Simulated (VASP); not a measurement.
Computed with HSE06 screened hybrid, VASP's PBE PAW potentials (set 64) (plane waves; VASP 6.6.1).

VASP input:

INCAR:
```
! general
SYSTEM    =  Na2S
PREC      =  Accurate
ENCUT     =  400
LREAL     =  F
LASPH     =  T
ISYM      =  3

! electronic loop
EDIFF     =  1E-6
NELM      =  100
ALGO      =  Normal

! smearing
ISMEAR    =  0
SIGMA     =  0.05

! functional
GGA       =  PE
LHFCALC   =  T
AEXX      =  0.25
HFSCREEN  =  0.2
PRECFOCK  =  Fast

! ions
ISIF      =  2

! output
LWAVE     =  F
LCHARG    =  F
```

POSCAR:
```
Na2S
4.6244780
  0.0000000000   0.7071068345   0.7071068345
  0.7071068345   0.0000000000   0.7071068345
  0.7071068345   0.7071068345   0.0000000000
Na S
2 1
Cartesian
  0.3535534173   0.3535534173   0.3535534173
  1.0606602518   1.0606602518   1.0606602518
  0.0000000000   0.0000000000   0.0000000000
```

KPOINTS:
```
Automatic mesh
0
gamma
  2 2 2
0 0 0
```

POTCAR, in this order: Na_pv S (PBE.64 set). Program: vasp_std.

Gaps are read on the run's mesh, which can miss a band edge.

Question: Estimate the energy per atom (σ→0), band gap (on the k-mesh).

Answer: 
```
Item                              Result
------------------------  --------------
energy per atom (σ→0)     -3.768 eV/atom
band gap (on the k-mesh)         3.54 eV
```

**OSZICAR**
```
...
DAV:  19    -0.113047268141E+02   -0.23595E-04   -0.52832E-06    90   0.116E-02    0.196E-02
DAV:  20    -0.113047397243E+02   -0.12910E-04   -0.28900E-06    76   0.836E-03    0.135E-02
DAV:  21    -0.113047467839E+02   -0.70596E-05   -0.15877E-06    68   0.614E-03    0.921E-03
DAV:  22    -0.113047506164E+02   -0.38325E-05   -0.87698E-07    68   0.465E-03    0.632E-03
DAV:  23    -0.113047526908E+02   -0.20744E-05   -0.47307E-07    68   0.337E-03    0.434E-03
DAV:  24    -0.113047538094E+02   -0.11185E-05   -0.25512E-07    66   0.248E-03    0.295E-03
DAV:  25    -0.113047544121E+02   -0.60278E-06   -0.14320E-07    60   0.193E-03
   1 F= -.11304754E+02 E0= -.11304754E+02  d E =-.183537E-13
```

The compound is Na2S in the antifluorite structure. The cell was not relaxed at this level. The k-mesh is coarse (spacing up to 0.83 per Å, 2π included), so the numbers may not be converged in it.
